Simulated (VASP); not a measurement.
Given:

```xyz
4
Lattice="2.1433 -5.2838 0.0000 2.1433 5.2838 0.0000 0.0000 0.0000 3.8337" Properties=species:S:1:pos:R:3 pbc="T T T"
Y      2.1433     3.7977     0.9584
Y      2.1433    -3.7977     2.8752
Si     2.1433     0.7981     0.9584
Si     2.1433    -0.7981     2.8752
```

Level of theory: LDA (Ceperley-Alder, Perdew-Zunger), VASP's LDA PAW potentials (set 64) (plane waves; VASP 6.6.1). Run with 300 eV cut-off, 6×6×6 Γ-centred mesh, Fermi-Dirac smearing of 0.10 eV, potentials Y_sv Si.

At this cut-off the stress carries a Pulay error, which pulls relaxed volumes low. Energy and stress use the plane-wave basis of the starting cell.

Problem. The ions, cell shape and volume are relaxed. Give the cell that the relaxation ends in.

Solution. 
```xyz
4
Lattice="2.0944 -5.1841 0.0000 2.0944 5.1841 0.0000 0.0000 0.0000 3.7913" Properties=species:S:1:pos:R:3 pbc="T T T"
Y      2.0944     3.7286     0.9478
Y      2.0944    -3.7286     2.8434
Si     2.0944     0.7871     0.9478
Si     2.0944    -0.7871     2.8434
```
Space group Cmcm (63), at a tolerance of 0.03 Å.

Problem. How do energy and volume change from the first to the last step?

Solution. The energy (σ→0) changes by -19.0 meV/atom and the volume by -5.2 %, in 8 ionic steps.

The structure comes from a computed database's YSi entry (Cmcm); how it stands against other phases isn't given here. This run relaxes it. Symmetry was kept, so distortions that lower it aren't found. The run is one of a series of settings (EDIFFG = -0.01, IBRION = 2, ISIF = 3, NSW = 50 against the base run), some of them coarse on purpose.
